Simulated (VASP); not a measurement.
VASP input:

### KPOINTS
```
Regular mesh
0
G
6 6 6
0 0 0
```

INCAR:
```
SYSTEM  =  CdTe
PREC  =  Accurate; ENCUT  =  520; LREAL  =  .False.
LASPH  =  .True.
EDIFF  =  1E-6; NELM  =  100; ALGO  =  Normal
LMAXMIX  =  4; LMIXTAU  =  .True.
ISMEAR  =  0; SIGMA  =  0.05
METAGGA  =  R2SCAN; LUSE_VDW  =  .True.; BPARAM  =  11.95
CPARAM  =  0.0093
IBRION  =  2; NSW  =  60; ISIF  =  3
EDIFFG  =  -0.01
LWAVE  =  .False.; LCHARG  =  .False.
```

File POSCAR:
```
CdTe
1
    0.0000000000     3.2650464713     3.2650464713
    3.2650464713    -0.0000000000     3.2650464713
    3.2650464713     3.2650464713    -0.0000000000
Cd Te
1 1
Direct
  0.0000000000   0.0000000000   0.0000000000
  0.2500000000   0.2500000000   0.2500000000
```

POTCAR, in this order: Cd Te (PBE.64 set). Program: vasp_std.

Problem. Write an equivalent input for Ansatz.

Solution. One equivalent input (not run):
Ansatz 0.2 input:
```yaml
crystal:
  lattice:
    - [0.0000000, 3.2650465, 3.2650465]
    - [3.2650465, 0.0000000, 3.2650465]
    - [3.2650465, 3.2650465, 0.0000000]
  atoms:
    - { symbol: Cd, position: [0.0000000, 0.0000000, 0.0000000] }
    - { symbol: Te, position: [0.2500000, 0.2500000, 0.2500000] }
kpoints:
  mp_grid: { grid: [6, 6, 6] }
hamiltonian:
  xc: r2scan
  dispersion: rvv10
  pseudopotentials: { kind: paw }
scf:
  occupations: { method: gaussian, width: 0.05 }
  max_iter: 100
relax:
  max_steps: 60
  f_tol: 0.01
  cell: {}
output: { forces: true, stress: true, eigenvalues: true }
```
What does not carry over: each code has its own PAW files, so the cut-off isn't converted (ENCUT is set for VASP's; basis.ecutwfc is left out, and Ansatz then takes the one that its files recommend); Ansatz stops its SCF on the density residual and VASP on the energy change (EDIFF).

The compound is CdTe in the zinc blende structure. It was relaxed first. The start is the result of an earlier pass.
